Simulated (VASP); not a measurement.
Output of a VASP run:

OUTCAR:
```
 ion  position               nearest neighbor table
   1  0.000  0.000  0.000-
  LATTYP: Found a face centered cubic cell.
 ALAT       =     5.4800000000
 Subroutine PRICEL returns:
 Original cell was already a primitive cell.
 Subroutine GETGRP returns: Found 48 space group operations
The static configuration has the point symmetry O_h .
The dynamic configuration has the point symmetry O_h .
 Subroutine INISYM returns: Found 48 space group operations
 Subroutine IBZKPT returns following result:
 Found      3 irreducible k-points:

 Following reciprocal coordinates:
            Coordinates               Weight
  0.000000  0.000000  0.000000      1.000000
  0.500000  0.000000  0.000000      4.000000
  0.500000  0.500000  0.000000      3.000000
 Subroutine IBZKPT_HF returns following result:
   k-points           NKPTS =      3   k-points in BZ     NKDIM =      8   number of bands    NBANDS=      8
   number of dos      NEDOS =    301   number of ions     NIONS =      1
   total plane-waves  NPLWV =  21952
   dimension x,y,z NGX =    28 NGY =   28 NGZ =   28
   dimension x,y,z NGXF=    56 NGYF=   56 NGZF=   56
   ions per type =               1
   PREC   = accura    normal or accurate (medium, high low for compatibility)
   ISTART =      0    job   : 0-new  1-cont  2-samecut
   ICHARG =      2    charge: 1-file 2-atom 10-const
   ISPIN  =      1    spin polarized calculation?
   LNONCOLLINEAR =      F non collinear calculations
   LSORBIT =      F    spin-orbit coupling
   INIWAV =      1    electr: 0-lowe 1-rand  2-diag
   ENCUT  =  400.0 eV  29.40 Ry    5.42 a.u.   6.32  6.32  6.32*2*pi/ulx,y,z
   NELM   =    100;   NELMIN=  2; NELMDL= -5     # of ELM steps
   EDIFF  = 0.1E-05   stopping-criterion for ELM
   LREAL  =      F    real-space projection
   NLSPLINE    = F    spline interpolate recip. space projectors
   LMAXMIX     =    6 max onsite mixed and CHGCAR
   VOSKOWN=      0    Vosko Wilk Nusair interpolation
   EDIFFG = 0.1E-04   stopping-criterion for IOM
   NSW    =      0    number of steps for IOM
   NBLOCK =      1;   KBLOCK =      1    inner block; outer block
   IBRION =     -1    ionic relax: 0-MD 1-quasi-New 2-CG
   NFREE  =      0    steps in history (QN), initial steepest desc. (CG)
   ISIF   =      2    stress and relaxation
   ISYM   =      3    0-nonsym 1-usesym 2-fastsym
   TEIN   =    0.0    initial temperature
   TEBEG  =    0.0;   TEEND  =   0.0 temperature during run
   SMASS  =  -3.00    Nose mass-parameter (am)
   PSTRESS=    0.0 pullay stress
   NELECT =       8.0000    total number of electrons
   EFERMI =   0.00;   METHOD = LEGACY
   ISMEAR =     1;   SIGMA  =   0.10  broadening in eV -4-tet -1-fermi 0-gaus
   IALGO  =     38    algorithm
   LDIAG  =      T    sub-space diagonalisation (order eigenvalues)
   IMIX   =      1    mixing-type and parameters
     AMIX     =   0.40;   BMIX     =  1.00
     AMIX_MAG =   1.60;   BMIX_MAG =  1.00
     AMIN     =   0.10
   GGA     = PE    functional components
   VOSKOWN =     0    Vosko Wilk Nusair interpolation
   LHFCALC =     T    Hartree Fock is set to
   NKREDX  =     1    reduce k-point grid by
   AEXX    =    0.2500 exact exchange contribution
   HFSCREEN=    0.2000 screening length (either q_TF or 0.3 A-1)
   HFRCUT  =    0.0000 spherical cutoff for potential kernel
   AGGAX   =    0.7500 GGA exchange part
   ALDAC   =    1.0000 LDA correlation
   AGGAC   =    1.0000 GGA correlation
  energy-cutoff  :      400.00
  volume of cell :       41.14
      direct lattice vectors                 reciprocal lattice vectors
     0.000000000  2.740000000  2.740000000    -0.182481752  0.182481752  0.182481752
     2.740000000  0.000000000  2.740000000     0.182481752 -0.182481752  0.182481752
     2.740000000  2.740000000  0.000000000     0.182481752  0.182481752 -0.182481752
 k-point     1 :   0.0000 0.0000 0.0000  plane waves:     725
 k-point     2 :   0.5000 0.0000 0.0000  plane waves:     754
 k-point     3 :   0.5000 0.5000 0.0000  plane waves:     740
 maximum number of plane-waves:       754
```

OSZICAR:
```
       N       E                     dE             d eps       ncg     rms          rms(c)
DAV:   1    -0.192254593316E+04   -0.19225E+04   -0.40695E+03    56   0.729E+02
DAV:   2    -0.192567160668E+04   -0.31257E+01   -0.31313E+01    56   0.399E+01
DAV:   3    -0.192569300199E+04   -0.21395E-01   -0.21395E-01    80   0.351E+00
DAV:   4    -0.192569301717E+04   -0.15177E-04   -0.15174E-04    64   0.103E-01
DAV:   5    -0.158209615817E+01    0.19241E+04   -0.30843E+00    48   0.138E+01    0.767E-01
DAV:   6    -0.161668203481E+01   -0.34586E-01   -0.62626E-02    80   0.233E+00    0.475E-01
DAV:   7    -0.161872829766E+01   -0.20463E-02   -0.29343E-04    64   0.201E-01    0.293E-01
DAV:   8    -0.161921509566E+01   -0.48680E-03   -0.77456E-05    56   0.818E-02    0.180E-01
DAV:   9    -0.161933399855E+01   -0.11890E-03   -0.30867E-05    64   0.517E-02    0.111E-01
DAV:  10    -0.161935076570E+01   -0.16767E-04   -0.10971E-05    72   0.308E-02    0.691E-02
DAV:  11    -0.161934495270E+01    0.58130E-05   -0.45807E-06    72   0.202E-02    0.431E-02
DAV:  12    -0.161933781831E+01    0.71344E-05   -0.20550E-06    72   0.135E-02    0.270E-02
DAV:  13    -0.161933261199E+01    0.52063E-05   -0.92649E-07    56   0.892E-03    0.170E-02
DAV:  14    -0.161932993072E+01    0.26813E-05   -0.40971E-07    48   0.604E-03    0.107E-02
DAV:  15    -0.161932808497E+01    0.18457E-05   -0.21968E-07    48   0.456E-03    0.675E-03
DAV:  16    -0.161932738076E+01    0.70421E-06   -0.86066E-08    40   0.287E-03
   1 F= -.16193274E+01 E0= -.16200521E+01  d E =0.217421E-02
```

### OUTCAR
```
------------------------ aborting loop because EDIFF is reached ----------------------------------------
  FORCE on cell =-STRESS in cart. coord.  units (eV):
  Direction    XX          YY          ZZ          XY          YZ          ZX
  --------------------------------------------------------------------------------------
  Total       -1.8462195     -1.8462195     -1.8462195     -0.0000000      0.0000000      0.0000000
  in kB      -71.8972430    -71.8972430    -71.8972430     -0.0000000      0.0000000      0.0000000
  external PRESSURE =     -71.8972430 kB  Pullay stress =       0.0000000 kB
  volume of cell :       41.14
      direct lattice vectors                 reciprocal lattice vectors
     0.000000000  2.740000000  2.740000000    -0.182481752  0.182481752  0.182481752
     2.740000000  0.000000000  2.740000000     0.182481752 -0.182481752  0.182481752
     2.740000000  2.740000000  0.000000000     0.182481752  0.182481752 -0.182481752
 POSITION                                       TOTAL-FORCE (eV/Angst)
 -----------------------------------------------------------------------------------
      0.00000      0.00000      0.00000        -0.000000      0.000000     -0.000000
 -----------------------------------------------------------------------------------
    total drift:                               -0.000000      0.000000      0.000000
  FREE ENERGIE OF THE ION-ELECTRON SYSTEM (eV)
  ---------------------------------------------------
  free  energy   TOTEN  =        -1.6193273808 eV

  energy  without entropy=       -1.6215015953  energy(sigma->0) =       -1.62005212

  exchange ACFDT corr.  =         0.00000000  see jH, gK, PRB 81, 115126
```
(Selected blocks of OUTCAR.)

POSCAR:
```
Yb
1
    0.0000000000     2.7400000000     2.7400000000
    2.7400000000     0.0000000000     2.7400000000
    2.7400000000     2.7400000000     0.0000000000
Yb
1
Direct
  0.0000000000   0.0000000000   0.0000000000
```

**Question.** Reconstruct the remaining input files.

**Answer.** This is not unique; one that fits is the input of the run itself, HSE06 screened hybrid, plane waves, VASP's PBE PAW potentials (set 64).

**INCAR**
```
SYSTEM = Yb
PREC = Accurate; ENCUT = 400; LREAL = .False.
LASPH = .True.; ISYM = 3
EDIFF = 1E-6; NELM = 100; ALGO = Normal
LMAXMIX = 6
ISMEAR = 1; SIGMA = 0.1
GGA = PE; LHFCALC = .True.; AEXX = 0.25
HFSCREEN = 0.2; PRECFOCK = Fast
ISIF = 2
LWAVE = .False.; LCHARG = .False.
```

File KPOINTS:
```
K-points
0
G
2 2 2
0 0 0
```

POTCAR, in this order: Yb_2 (PBE.64 set). Program: vasp_std.

The 4f electrons are frozen in the core of the lanthanide potential, so 4f levels, which can set the real gap, and their magnetism are missing.

The compound is Yb in the fcc structure. The cell was not relaxed at this level. The k-mesh is coarse (spacing up to 0.99 per Å, 2π included), so the numbers may not be converged in it.
